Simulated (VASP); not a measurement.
Data:

```yaml
crystal:
  lattice:
    - [-1.53940, 1.53940, 1.53940]
    - [1.53940, -1.53940, 1.53940]
    - [1.53940, 1.53940, -1.53940]
  atoms:
    - { symbol: Mo, position: [0.00000, 0.00000, 0.00000] }
```

Calculation: PBE GGA, VASP's PBE PAW potentials (set 64) (plane waves; VASP). Settings: 300 eV cut-off, 12×12×12 Γ-centred mesh, Gaussian smearing of 0.20 eV, potentials Mo_sv.

At this cut-off the stress carries a Pulay error, which pulls relaxed volumes low.

Give the stress tensor in GPa (positive for a compressed cell).

```
24.41   0.00   0.00
 0.00  24.41   0.00
 0.00   0.00  24.41
```
The pressure is its mean diagonal, 24.41 GPa.

The structure is a typed Mo crystal. The cell was not relaxed at this level.
